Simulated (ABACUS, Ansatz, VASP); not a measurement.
# One calculation of MnHg, 3 ways

```
Hg Mn
1.0
     3.31500    0.00000    0.00000
     0.00000    3.31500    0.00000
     0.00000    0.00000    3.31500
Hg Mn
1 1
Direct
  0.00788 0.01533 0.00726
  0.50256 0.48514 0.49612
```

Atoms were shifted at random by some hundredths of an Å from the given cell, which wasn't relaxed again for these runs.

Alike in all runs: task single point; functional PBE; k mesh 8 × 8 × 8; occupations fermi-dirac, width 0.05 eV; collinear spin, ferromagnetic start; no spin-orbit coupling. Pressure is positive in compression and, in plane waves, holds the error of the finite cutoff, which Ansatz's Pulay term estimates and takes out.

| program and potentials | plane-wave cutoff (eV) | notes | band gap (eV) | pressure (GPa) | net moment per atom (μB) | largest force (eV/Å) | energy over the undisturbed cell (meV/atom) |
| --- | --- | --- | --- | --- | --- | --- | --- |
| Ansatz, Ansatz PAW | 420 | 17.5 valence electrons an atom on average; Pulay term of +0.06 GPa included | no gap | 0.93 | 1.95 | 0.344 | 9.23 |
| ABACUS, PseudoDojo NC SR 0.4.1 PBE standard, plane waves | 1320 | 17.5 valence electrons an atom on average | ? | ? | ? | ? | ? |
| VASP, PBE PAW files Hg, Mn_pv, 520 eV | 520 | 12.5 valence electrons an atom on average | no gap | 1.37 | 1.95 | 0.353 | - |

**Question.** Estimate from the other rows what the run with ABACUS, PseudoDojo NC SR 0.4.1 PBE standard, plane waves gave.

**Answer.** No band gap; pressure 1.43 GPa; net moment per atom 1.97 μB; largest force 0.349 eV/Å; energy over the undisturbed cell 9.30 meV/atom. The other rows, which needn't bracket it: pressure 0.93 to 1.37; net moment per atom 1.95; largest force 0.344 to 0.353; energy over the undisturbed cell 9.23.
